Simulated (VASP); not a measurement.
These are PBE GGA, VASP's PBE PAW potentials (set 64) (plane waves; VASP) values and carry that method's errors.

A VASP calculation is set up with these files.

**INCAR**
```
SYSTEM = SrO
PREC = Accurate; ENCUT = 520; LREAL = .FALSE.
LASPH = .TRUE.
EDIFF = 1E-6; NELM = 100; ALGO = Normal
LMAXMIX = 4
ISMEAR = 0; SIGMA = 0.05
GGA = PE
ISIF = 2
LWAVE = .FALSE.; LCHARG = .FALSE.
```

POSCAR:
```
SrO
1.0
  0.0000000000   2.5800000000   2.5800000000
  2.5800000000   0.0000000000   2.5800000000
  2.5800000000   2.5800000000   0.0000000000
Sr O
1 1
Cart
  0.0000000000   0.0000000000   0.0000000000
  2.5800000000   2.5800000000   2.5800000000
```

KPOINTS:
```
Automatic
0
Gamma
  8 8 8
```

POTCAR, in this order: Sr_sv O_s (PBE.64 set). Program: vasp_std.

Q: What does the run give for the energy per atom (σ→0), pressure, band gap (on the k-mesh)?

A: 
* **energy per atom (σ→0)**: -6.026 eV/atom
* **band gap (on the k-mesh)**: 3.28 eV
* **pressure**: 2.33 GPa

OSZICAR:
```
...
DAV:   8    -0.120533391349E+02    0.15086E-01   -0.21404E-01   776   0.563E+00    0.150E+00
DAV:   9    -0.120501482276E+02    0.31909E-02   -0.21621E-02   876   0.148E+00    0.904E-01
DAV:  10    -0.120517087457E+02   -0.15605E-02   -0.33194E-03   752   0.514E-01    0.232E-01
DAV:  11    -0.120517389257E+02   -0.30180E-04   -0.31818E-04   928   0.162E-01    0.115E-01
DAV:  12    -0.120517531902E+02   -0.14265E-04   -0.35499E-05   728   0.704E-02    0.249E-02
DAV:  13    -0.120517601251E+02   -0.69349E-05   -0.11675E-05   832   0.313E-02    0.193E-02
DAV:  14    -0.120517595168E+02    0.60825E-06   -0.10744E-06   600   0.134E-02
   1 F= -.12051760E+02 E0= -.12051760E+02  d E =-.287580E-21
```

The compound is SrO in the rock salt structure. The cell was not relaxed at this level. The run is one of a series of settings (POTCAR Sr_sv O_s (PBE.64 set) against the base run), some of them coarse on purpose.
